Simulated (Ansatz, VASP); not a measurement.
One calculation of BeCo, two programs

```
Be Co
1.0
     2.53720    0.00000    0.00000
     0.00000    2.53720    0.00000
     0.00000    0.00000    2.53720
Be Co
1 1
Direct
  0.00000 0.00000 0.00000
  0.50000 0.50000 0.50000
```

Alike in both runs: functional LDA; k mesh 13 × 13 × 13; occupations fermi-dirac, width 0.05 eV; collinear spin.

Ansatz relaxed the structure, and its values are those at the end. VASP's run is a single point on that final structure, the one shown.

|  | VASP | Ansatz |
| --- | --- | --- |
| version | VASP 6.6.1 | Ansatz 0.2.0 |
| potentials or method | VASP PAW LDA potentials, release 64 (Be, Co), cutoff 520 eV | all-electron LAPW, scalar-relativistic |

VASP gave:

* pressure (GPa): 0.5
* net moment per atom (μB): 0.15
* size of the moment on the site where the two differ most (μB): 0.31

Problem. Which values does Ansatz return?

Solution. Pressure (GPa): 0.0; net moment per atom (μB): 0.17; size of the moment on the site where the two differ most (μB): 0.35.

Site moments also hang on the region over which each program counts them. Ansatz ran all-electron here, so the differences hold the error of VASP's frozen core and of both bases.
